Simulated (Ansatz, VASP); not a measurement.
**La2O3 in two plane-wave programs**

One calculation is typed for both programs; each brings its own data sets. How far apart do they land? The structure shown is the start of the Ansatz relaxation below; VASP solves that cell, so the two are compared at the walk's first step.

Calculated with Ansatz 0.2.0; plane waves, with VASP 6.6.1 beside it; single point at LDA.

**1. The structure**

It takes space group P-3m1 (No. 164, trigonal). The conventional cell has a = 3.921 Å, b = 3.921 Å, c = 6.068 Å, α = 90.00°, β = 90.00°, γ = 120.00°. Nearest to O lie 4 La at 2.36 to 2.43 Å. O has 6 La at 2.71 Å nearest. La has 7 O at 2.36 to 2.71 Å nearest. Farther neighbours and most contacts between anions are not listed.

**2. Ansatz: relaxation, LDA**

Ansatz runs on its PAW soft_1 files.

The two programs are compared at the cell with which this relaxation starts, whose forces are those of its first step.

The input, input.yaml:

```yaml
crystal:
  lattice:
    - [3.9214177671, 0.0, 0.0]
    - [-1.9607088835, 3.3960474051, 0.0]
    - [0.0, 0.0, 6.0684195639]
  atoms:
    - { symbol: O, position: [0.6666666667, 0.3333333333, 0.3545004738] }
    - { symbol: O, position: [0.3333333333, 0.6666666667, 0.6454995262] }
    - { symbol: O, position: [0.0, 0.0, 0.0] }
    - { symbol: La, position: [0.6666666667, 0.3333333333, 0.7543633109] }
    - { symbol: La, position: [0.3333333333, 0.6666666667, 0.2456366891] }
kpoints:
  mp_grid: { grid: [9, 9, 4] }
hamiltonian:
  xc: lda
  pseudopotentials: { kind: paw, azcp: { folder: soft_1 }, xc_functional: pbe }
scf:
  occupations: { method: fixed }
output:
  forces: true
  stress: true
  eigenvalues: true
relax:
  adjacent_minimum: "off"
  f_tol: 0.001
  max_steps: 60
  cell: { stress_tol: 0.01, fix: [volume] }
```

Launch:

```console
$ ansatz run input.yaml --threads 4 --pin off --max-ram 16384MiB --backend cpu --events-out ev --progress --plain --runs-dir out
```

Numbers of over 12 decimals in the logs are rounded to 6 here.

Output:

```text
Engine: ansatz 0.2.0, aarch64-unknown-linux-gnu
Pseudopotentials: kind: paw
Pseudopotential: O, paw, valence charge 6, recommended cutoff 420 eV (normal), soft_1/O.paw.azcp
Pseudopotential: La, paw, valence charge 11, recommended cutoff 420 eV (normal), soft_1/La.paw.azcp
Functional definition: SPW92
  exchange = slater_x
  correlation = pw_c
Crystal: 5 atoms, lattice volume = 80.815 Å³
Basis set: ecut = 420 eV, 1557 PW (Γ)
Bands: 25, of which v1, the nominal top of the filled ones, is band 20 counted from 1 (19 counted from 0)
Symmetry: 12 space group operations
Space group: P-3m1 (ITA 164), of the structure as read, at distance tolerance 4.3e-5 Å
k-points: 43 of 324
Non-local potential: O, projectors of the file, l = 0: 2, l = 1: 2, l = 2: 1
Non-local potential: La, projectors of the file, l = 0: 3, l = 1: 2, l = 2: 2, l = 3: 3
PAW form: soft (Blöchl's): semilocal exchange-correlation on the pseudo side does not see the compensation charge
PAW frozen core: O, regenerated for the run's functional, and the local potential with it (the file was generated under x = pbe(κ = 0.804, μ = 0.219515), c = pbe(β = 0.066725))
PAW frozen core: La, regenerated for the run's functional, and the local potential with it (the file was generated under x = pbe(κ = 0.804, μ = 0.219515), c = pbe(β = 0.066725))
PAW one-centre angular grid: O, 110 points (default); XC on 64 Gauss nodes
PAW one-centre angular grid: La, 590 points (default); XC on 64 Gauss nodes
Initial density: superposition of atomic densities (chi_scale 0.1, normalization cell, long waves kept (reshape's long-wave potential 0.03 eV rms))
Initial wavefunctions: pseudopotential atomic-orbital guess
Functional: x = slater, c = lda
SCF iter   1: F=—  HF=-13829.063306 eV  |F-HF|=—  |Δ(HF+E_count)|=         —  Δρ=7.38e-2  dr2=4.11e0  ethr=3.10e-3  ⟨swp⟩=4.0  Hψ=4357  notcnv=0  defer=62
preconditioner: auto → Resta (q_TF=auto, 2.427 Å⁻¹)  ε∞=5.7  [insulator: Δε(μ)=2.775 eV  Ē_g=11.424 eV  n_scr=22 (ndim 8)  ℏωp=24.8 eV  f_vac=0.000  ε∞_Penn≈5.7]
SCF iter   2: F=—  HF=-13828.463914 eV  |F-HF|=—  |Δ(HF+E_count)|=   5.99e-1  Δρ=3.56e-2  dr2=1.19e0  ethr=3.10e-3  ⟨swp⟩=4.9  Hψ=2841  notcnv=0  defer=80
SCF iter   3: F=—  HF=-13828.309414 eV  |F-HF|=—  |Δ(HF+E_count)|=   1.55e-1  Δρ=1.61e-2  dr2=2.85e-1  ethr=2.98e-3  ⟨swp⟩=2.3  Hψ=1879  notcnv=0  defer=65
SCF iter   4: F=—  HF=-13828.267230 eV  |F-HF|=—  |Δ(HF+E_count)|=   4.22e-2  Δρ=5.78e-3  dr2=3.07e-2  ethr=7.13e-4  ⟨swp⟩=4.4  Hψ=1972  notcnv=0  defer=114
SCF iter   5: F=—  HF=-13828.263853 eV  |F-HF|=—  |Δ(HF+E_count)|=   3.38e-3  Δρ=3.80e-3  dr2=1.14e-2  ethr=7.66e-5  ⟨swp⟩=4.4  Hψ=2052  notcnv=0  defer=125
SCF iter   6: F=—  HF=-13828.262518 eV  |F-HF|=—  |Δ(HF+E_count)|=   1.33e-3  Δρ=1.07e-3  dr2=9.75e-4  ethr=2.85e-5  ⟨swp⟩=2.7  Hψ=1559  notcnv=0  defer=124
SCF iter   7: F=—  HF=-13828.262893 eV  |F-HF|=—  |Δ(HF+E_count)|=   3.75e-4  Δρ=2.22e-4  dr2=4.68e-5  ethr=2.44e-6  ⟨swp⟩=3.3  Hψ=1686  notcnv=0  defer=124
SCF iter   8: F=—  HF=-13828.262899 eV  |F-HF|=—  |Δ(HF+E_count)|=   5.55e-6  Δρ=3.42e-5  dr2=1.26e-6  ethr=1.17e-7  ⟨swp⟩=2.0  Hψ=1888  notcnv=0  defer=124
SCF iter   9: F=-13828.262899 eV  HF=-13828.262899 eV  |F-HF|=1.59e-8  |Δ(HF+E_count)|=   7.28e-9  Δρ=6.57e-6  dr2=3.48e-8  ethr=2.50e-10  ⟨swp⟩=16.6  Hψ=8059  notcnv=0
SCF 1 converged in 9 iterations: F = -13828.262899 eV  dr2 = 3.48e-8
  greatest PAW one-centre occupation: 0.972 electrons in one spin orbital (limit 2), on the La atom at site 4 (counted from 0), in its partial waves of l = 0
relax step   1: F+E_penalty+E_count = -13828.26289857 eV  Δ(F+E_penalty+E_count) = +0.000e0 eV  max|allowed force component| = 1.541e-1 eV/Å  Δτ_max = 0.0000 Å  P = -5.014 GPa  Ω = 80.815 Å³  fix = [volume]  reactions: volume -5.014 GPa  (9 SCF iters, dr2 threshold 1.00e-7 eV, accepted)
[...]
relax step   6: F+E_penalty+E_count = -13828.26530409 eV  Δ(F+E_penalty+E_count) = -1.361e-4 eV  max|allowed force component| = 8.800e-4 eV/Å  Δτ_max = 0.0000 Å  P = -4.559 GPa  Ω = 80.815 Å³  fix = [volume]  reactions: volume -4.559 GPa  stress off target by 3.01e-2 GPa on what of the cell is left free  SCF on the basis re-selected at this cell (its energy is not comparable with the rows above)  (7 SCF iters)
[...]
relax step   7: F+E_penalty+E_count = -13828.26530724 eV  Δ(F+E_penalty+E_count) = -3.147e-6 eV  max|allowed force component| = 1.807e-5 eV/Å  Δτ_max = 0.0003 Å  P = -4.547 GPa  Ω = 80.815 Å³  energy of the carried Pulay correction = -6.718e-7 eV  fix = [volume]  reactions: volume -4.547 GPa  (6 SCF iters, dr2 threshold 2.26e-9 eV, accepted)
[...]
relax step   8: F+E_penalty+E_count = -13828.26533784 eV  Δ(F+E_penalty+E_count) = -3.060e-5 eV  max|allowed force component| = 1.330e-5 eV/Å  Δτ_max = 0.0000 Å  P = -4.547 GPa  Ω = 80.815 Å³  fix = [volume]  reactions: volume -4.547 GPa  stress off target by 2.79e-3 GPa on what of the cell is left free  SCF on the basis re-selected at this cell (its energy is not comparable with the rows above)  (6 SCF iters)
basis re-selected at this cell: Δ(F+E_penalty+E_count) = -3.060e-5 eV, ΔP = +0.000 GPa vs the last step (what re-selecting the basis moved, of the pressure what is left beyond the Pulay correction that the steps carried, after the strain that the cell walked since its last selection, with what the two solves' SCF thresholds leave and, on support functions, any second-order correction that the steps lacked; it is no m [...]
SCF converged after 6 iterations
Free energy (F): -13828.265338 eV
Harris-Foulkes:  -13828.265338 eV  (|F-HF|=3.64e-12)
Internal energy: -13828.265338 eV  (E = F + TS)
E sigma→0 (E₀):  -13828.265338 eV
Fermi energy:    9.403888 eV
--- Per-component energies (eV) ---
  E_band       = -14.885228
  E_kinetic    = 877.940393
  E_local      = -1487.199015  (includes V_loc(G=0)·N_el)
  E_nonlocal   = 344.518200
  E_hartree    = 550.505091
  E_xc         = -498.245382
  E_vxc        = -565.474893  (∫ρ·V_xc dr)
  E_paw        = -10942.874889  (= ΣΔE_a)
  E_vpaw       = -285.682419  (= ΣTr[D̂ρ^β])
  E_aug_tail   = 0.002313  (compensation charges beyond the density's cutoff)
  E_ewald      = -2673.846465
  E_core_change = 0.934417  (= ΣΔE_core)
  E_smearing   = -0.000000  (= −TS)
  E_closure    = -0.000000  (closes the sum)
  Σ components = -13828.265338   (vs F -13828.265338, Δ=0.00e0)
--- Forces (eV/Å), atoms counted from 1 ---
  atom   1  O      0.00000000     0.00000000     0.00000203
  atom   2  O     -0.00000000    -0.00000000    -0.00000203
  atom   3  O     -0.00000000     0.00000000     0.00000000
  atom   4  La    -0.00000000    -0.00000000    -0.00001330
  atom   5  La     0.00000000     0.00000000     0.00001330
  max |Σ_I F_I| component: 1.62e-17 eV/Å
--- Stress (GPa, compression-positive) ---
       -4.548767       0.000000       0.000000
        0.000000      -4.548767       0.000000
        0.000000       0.000000      -4.544586
  P = ⅓ Tr σ = -4.5474 GPa (-45.474 kbar)
--- Band table (eV; the first three rows and the last of 43) ---
  k-point 0: bands = [... 16 lower, 7.6844, 9.0079, 9.0079, 9.2793, 13.5610, 13.9844, 13.9844, 14.5180, ... 1 higher]
  k-point 1: bands = [... 16 lower, 8.0604, 8.9670, 9.0570, 9.0570, 13.7308, 14.0529, 14.0529, 14.5439, ... 1 higher]
  k-point 2: bands = [... 16 lower, 8.3642, 8.5664, 9.1132, 9.1132, 14.0013, 14.1156, 14.1156, 14.2974, ... 1 higher]
  k-point 42: bands = [... 16 lower, 8.8447, 9.1339, 9.1339, 9.2079, 13.5484, 14.2159, 14.2873, 14.2873, ... 1 higher]
--- Relaxed structure (6 steps of the walk, 5 accepted, 2 SCFs on fresh bases) ---
  F+E_penalty+E_count = -13828.26533784 eV   max|allowed force component| = 1.330e-5 eV/Å   (the final SCF, on the basis selected at the relaxed cell)
  cell:  # Å, volume = 80.8151 Å³
    - [3.909989, -2.8783353099531793e-11, 2.1209766359180052e-19]
    - [-1.954994, 3.386150, 5.794615931142256e-19]
    - [3.2822251738727306e-19, 1.224943111067794e-18, 6.103948]
  atoms:
    - { symbol: O, position: [0.666667, 0.333333, 0.355446] }
    - { symbol: O, position: [0.333333, 0.666667, 0.644554] }
    - { symbol: O, position: [0, 0, 0] }
    - { symbol: La, position: [0.666667, 0.333333, 0.752790] }
    - { symbol: La, position: [0.333333, 0.666667, 0.247210] }
```

**3. VASP: single point, LDA, start cell, pair 1**

The same cell, functional (in two slightly different forms) and mesh now go to VASP, with its own data sets.

Lines of VASP's logs that name or quote its potential files are left out, and so is its time.

The input, INCAR:

```
SYSTEM = La2O3
PREC = Accurate
ENCUT = 520
EDIFF = 1E-06
NELM = 200
ISMEAR = 0
SIGMA = 0.01
LREAL = .FALSE.
ALGO = Normal
GGA = CA
NBANDS = 26
LASPH = .TRUE.
LORBIT = 11
LWAVE = .FALSE.
LCHARG = .FALSE.
ISIF = 2
GGA_COMPAT = .FALSE.
EFERMI = MIDGAP
LMAXMIX = 6
KPAR = 2
```

The input, POSCAR:

```
La2O3
1.0
    3.9214180000      0.0000000000      0.0000000000
   -1.9607090000      3.3960470000      0.0000000000
    0.0000000000      0.0000000000      6.0684200000
O La
3 2
Direct
    0.6666667157      0.3333334315      0.3545005125
    0.3333334315      0.6666668630      0.6454994875
    0.0000000000      0.0000000000      0.0000000000
    0.6666667157      0.3333334315      0.7543632445
    0.3333334315      0.6666668630      0.2456365907
```

The input, KPOINTS:

```
Automatic mesh
0
Gamma
9 9 4
0 0 0
```

Potentials, in the order of the species: O and La (LDA family, release 64).

Launch:

```console
$ mpirun -np 2 vasp_std
```

Output:

```text
[banner, memory and clock lines left out]
running    2 mpi-ranks, on    1 nodes
 distrk:  each k-point on    1 cores,    2 groups
 distr:  one band on    1 cores,    1 groups

 POSCAR found type information on POSCAR O La
 POSCAR found :  2 types and       5 ions
 LDA part: xc-table for (Slater(with rela. corr.)+CA(PZ))
 , standard interpolation
 POSCAR, INCAR and KPOINTS ok, starting setup
 FFT: planning ... GRIDC
 FFT: planning ... GRID_SOFT
 FFT: planning ... GRID
 WAVECAR not read
 entering main loop
       N       E                     dE             d eps       ncg     rms          rms(c)
DAV:   1     0.463709572335E+03    0.46371E+03   -0.15647E+04  2316   0.237E+03
DAV:   2     0.819993974212E+02   -0.38171E+03   -0.37161E+03  3124   0.378E+02
DAV:   3    -0.347691800804E+02   -0.11677E+03   -0.11411E+03  3854   0.202E+02
DAV:   4    -0.504895025890E+02   -0.15720E+02   -0.15694E+02  3816   0.803E+01
DAV:   5    -0.514685638627E+02   -0.97906E+00   -0.97856E+00  3792   0.234E+01    0.147E+01
DAV:   6    -0.461140567274E+02    0.53545E+01   -0.49831E+01  3512   0.406E+01    0.776E+00
DAV:   7    -0.459493261117E+02    0.16473E+00   -0.57977E+00  4352   0.232E+01    0.347E+00
DAV:   8    -0.458700855303E+02    0.79241E-01   -0.60809E-01  3808   0.612E+00    0.123E+00
DAV:   9    -0.458504541042E+02    0.19631E-01   -0.88538E-02  3984   0.229E+00    0.362E-01
DAV:  10    -0.458512994887E+02   -0.84538E-03   -0.26089E-02  3728   0.110E+00    0.183E-01
DAV:  11    -0.458515983394E+02   -0.29885E-03   -0.83538E-03  4136   0.680E-01    0.128E-01
DAV:  12    -0.458514399929E+02    0.15835E-03   -0.29205E-03  3928   0.329E-01    0.410E-02
DAV:  13    -0.458514557130E+02   -0.15720E-04   -0.84222E-04  3904   0.188E-01    0.327E-02
DAV:  14    -0.458514369436E+02    0.18769E-04   -0.18052E-04  3912   0.115E-01    0.412E-03
DAV:  15    -0.458514378279E+02   -0.88439E-06   -0.10006E-05  3488   0.257E-02    0.307E-03
DAV:  16    -0.458514378302E+02   -0.22801E-08   -0.87577E-07  2232   0.106E-02
   1 F= -.45851438E+02 E0= -.45851438E+02  d E =0.000000E+00
```

OUTCAR, selected parts (step 3):

```text
ion  position               nearest neighbor table
   1  0.667  0.333  0.355-   5 2.36   5 2.36   5 2.36   4 2.43
   2  0.333  0.667  0.645-   4 2.36   4 2.36   4 2.36   5 2.43
   3  0.000  0.000  0.000-   5 2.71   5 2.71   4 2.71   5 2.71   4 2.71   4 2.71
   4  0.667  0.333  0.754-   2 2.36   2 2.36   2 2.36   1 2.43   3 2.71   3 2.71   3 2.71
   5  0.333  0.667  0.246-   1 2.36   1 2.36   1 2.36   2 2.43   3 2.71   3 2.71   3 2.71

  LATTYP: Found a hexagonal cell.
 ALAT       =     3.9214180000
 C/A-ratio  =     1.5475065397

 Subroutine GETGRP returns: Found 12 space group operations
 (whereof 12 operations were pure point group operations)

The static configuration has the point symmetry D_3d.

 Found     43 irreducible k-points:

   k-points           NKPTS =     43   k-points in BZ     NKDIM =     43   number of bands    NBANDS=     26

   dimension x,y,z NGX =    30 NGY =   30 NGZ =   48
   dimension x,y,z NGXF=    60 NGYF=   60 NGZF=   96

   ENCUT  =  520.0 eV  38.22 Ry    6.18 a.u.   7.29  7.29 11.28*2*pi/ulx,y,z

   NELECT =      40.0000    total number of electrons

 k-points in reciprocal lattice and weights: Automatic mesh
   0.00000000  0.00000000  0.00000000       0.003
   0.11111111  0.00000000  0.00000000       0.019
   0.22222222 -0.00000000  0.00000000       0.019
   0.33333333 -0.00000000  0.00000000       0.019
   0.44444444 -0.00000000  0.00000000       0.019
   0.11111111  0.11111111  0.00000000       0.019
   0.22222222  0.11111111  0.00000000       0.037
   0.33333333  0.11111111  0.00000000       0.037
   0.44444444  0.11111111  0.00000000       0.019
[...]
0.33333333  0.22222222  0.50000000       0.037
   0.33333333  0.33333333  0.50000000       0.006

 average (electrostatic) potential at core
       1 -68.1411       2 -68.1411       3 -67.6713       4 -94.9612       5 -94.9612

 E-fermi :   7.6406

 k-point     1 :       0.0000    0.0000    0.0000
  band No.  band energies     occupation
    ...
     16       3.6848      2.00000
     17       4.0510      2.00000
     18       5.3607      2.00000
     19       5.3607      2.00000
     20       5.6427      2.00000
     21       9.9432      0.00000
     22      10.2694      0.00000
     23      10.2694      0.00000
     24      10.8941      0.00000
     25      11.0718      0.00000
    ...

 k-point     2 :       0.1111    0.0000    0.0000
  band No.  band energies     occupation
    ...
     16       3.7342      2.00000
     17       4.4165      2.00000
     18       5.1762      2.00000
     19       5.3533      2.00000
     20       5.5924      2.00000
     21      10.0651      0.00000
     22      10.2786      0.00000
     23      10.3606      0.00000
     24      10.9068      0.00000
     25      11.0223      0.00000
    ...

 k-point     3 :       0.2222   -0.0000    0.0000
  band No.  band energies     occupation
    ...
     16       3.9919      2.00000
     17       4.7583      2.00000
     18       4.8667      2.00000
     19       5.3712      2.00000
     20       5.5397      2.00000
     21       9.9489      0.00000
     22      10.3401      0.00000
     23      10.5715      0.00000
     24      10.9726      0.00000
     25      10.9784      0.00000
    ...

  Total       -2.6609652     -2.6609642     -2.3432644      0.0000000      0.0000000      0.0000000
  in kB      -52.7542333    -52.7542145    -46.4557439      0.0000000      0.0000000      0.0000000
  external PRESSURE =     -50.6547306 kB  Pullay stress =       0.0000000 kB

  energy-cutoff  :      520.00
  volume of cell :       80.82
      direct lattice vectors                 reciprocal lattice vectors
     3.921418000  0.000000000  0.000000000     0.255009795  0.147230000  0.000000000
    -1.960709000  3.396047000  0.000000000     0.000000000  0.294460000  0.000000000
     0.000000000  0.000000000  6.068420000     0.000000000  0.000000000  0.164787539

 POSITION                                       TOTAL-FORCE (eV/Angst)
 -----------------------------------------------------------------------------------
      1.96071      1.13202      2.15126        -0.000000      0.000000     -0.020262
      0.00000      2.26403      3.91716         0.000000     -0.000000      0.020262
      0.00000      0.00000      0.00000         0.000000      0.000000      0.000000
      1.96071      1.13202      4.57779        -0.000000     -0.000000     -0.144033
      0.00000      2.26403      1.49063         0.000000      0.000000      0.144033
 -----------------------------------------------------------------------------------
    total drift:                                0.000000     -0.002333      0.001168

  FREE ENERGIE OF THE ION-ELECTRON SYSTEM (eV)
  ---------------------------------------------------
  free  energy   TOTEN  =       -45.8514378302 eV

  energy  without entropy=      -45.8514378302  energy(sigma->0) =      -45.85143783

 total charge
# of ion       s       p       d       f       tot
--------------------------------------------------
    1        1.560   3.446   0.000   0.000   5.006
    2        1.560   3.446   0.000   0.000   5.006
    3        1.545   3.363   0.000   0.000   4.908
    4        2.036   5.685   0.659   0.256   8.635
    5        2.036   5.685   0.659   0.256   8.635
--------------------------------------------------
tot          8.736  21.625   1.317   0.511  32.189

[... 3 further parts left out ...]
```

The run ends at a pressure of -5.07 GPa, with forces up to 0.14 eV/Å.

**4. Comparison**

Known differences besides the potentials themselves: the two LDA forms differ slightly; fixed occupations in Ansatz, narrow Gaussian smearing in VASP; the cutoff is 420 eV in Ansatz and 520 eV in VASP; VASP's log shows a relativistic correction to its local exchange, Ansatz's none. Total energies have different zeros and are not compared.

Forces (eV/Å; atoms numbered as in POSCAR):

| atom | Ansatz x, y, z | VASP x, y, z |
| --- | --- | --- |
| O1 | 0.000, 0.000, -0.020 | 0.000, 0.000, -0.020 |
| O2 | 0.000, 0.000, 0.020 | 0.000, 0.000, 0.020 |
| O3 | 0.000, 0.000, 0.000 | 0.000, 0.000, 0.000 |
| La4 | 0.000, 0.000, -0.154 | 0.000, 0.000, -0.144 |
| La5 | 0.000, 0.000, 0.154 | 0.000, 0.000, 0.144 |

The forces differ by 3.7 meV/Å r.m.s., which is 6.9 % of the r.m.s. force of 0.053 eV/Å (both taken over all components).

**5. Further runs**

Further runs change the set-up of one program: Ansatz's method, potentials or start, or VASP's data sets, cutoff or form of LDA. The table gives that difference for each run.

| run | r.m.s. force difference (meV/Å) |
| --- | --- |
| as above | 3.7 |
| VASP with a cutoff of 600 eV (perhaps on Ansatz's relaxed cell) | 3 |

**6. Ansatz: relaxation, LDA**

The two programs are compared at the cell with which this relaxation starts, whose forces are those of its first step. The cell compared in this pair holds 69.94 Å³, against 80.82 Å³ for the pair before.

The structure compared here is the start of the Ansatz relaxation; VASP solves that cell, so the two are compared at the walk's first step.

input.yaml, the sections that differ from step 2:

```yaml
crystal:
  lattice:
    - [3.8130630702, 0.0, 0.0]
    - [-1.9065315351, 3.302209485, 0.0]
    - [0.0, 0.0, 5.554219217]
  atoms:
    - { symbol: O, position: [0.6666666667, 0.3333333333, 0.3468631911] }
    - { symbol: O, position: [0.3333333333, 0.6666666667, 0.6531368089] }
    - { symbol: O, position: [0.0, 0.0, 0.0] }
    - { symbol: La, position: [0.6666666667, 0.3333333333, 0.7638992642] }
    - { symbol: La, position: [0.3333333333, 0.6666666667, 0.2361007358] }
# kpoints, hamiltonian, scf, output, relax: as in step 2
```

Launch:

```console
$ ansatz run input.yaml --threads 4 --pin off --max-ram 16384MiB --backend cpu --events-out ev --progress --plain --runs-dir out
```

Output:

```text
[...]
Crystal: 5 atoms, lattice volume = 69.936 Å³
Basis set: ecut = 420 eV, 1387 PW (Γ)
Bands: 25, of which v1, the nominal top of the filled ones, is band 20 counted from 1 (19 counted from 0)
Symmetry: 12 space group operations
[...]
k-points: 43 of 324
[...]
cell:  # Å, volume = 69.9361 Å³
    - [3.831815, 0, -1.3811166991694315e-18]
    - [-1.915907, 3.318449, 6.905583495847289e-19]
    - [-2.0117749877852695e-18, 0, 5.499991]
  atoms:
    - { symbol: O, position: [0.666667, 0.333333, 0.344798] }
    - { symbol: O, position: [0.333333, 0.666667, 0.655202] }
    - { symbol: O, position: [0, 0, 0] }
    - { symbol: La, position: [0.666667, 0.333333, 0.766102] }
    - { symbol: La, position: [0.333333, 0.666667, 0.233898] }
[key lines of the parts left out:]
SCF converged after 6 iterations
Free energy (F): -13827.959612 eV
Fermi energy:    11.608665 eV
P = ⅓ Tr σ = 15.7070 GPa (157.070 kbar)
```

[end of part 1 of 2]

[Lines on the potential files, build, host, timing and source positions are cut from VASP's logs without a mark.]

[Logs are printed without paths, hosts, clocks, repeated set-up lines and the standing remarks that a program may print on its own settings, such as how far it seeks lower states.]

[Hosts, paths, dates, database ids (printed as entryN), source tags and the programs' standing remarks are cut or masked in the printed files.]

[Rows of further runs with another cutoff or data set may stand on the cell that Ansatz relaxed, not on the start cell of the pair above them.]
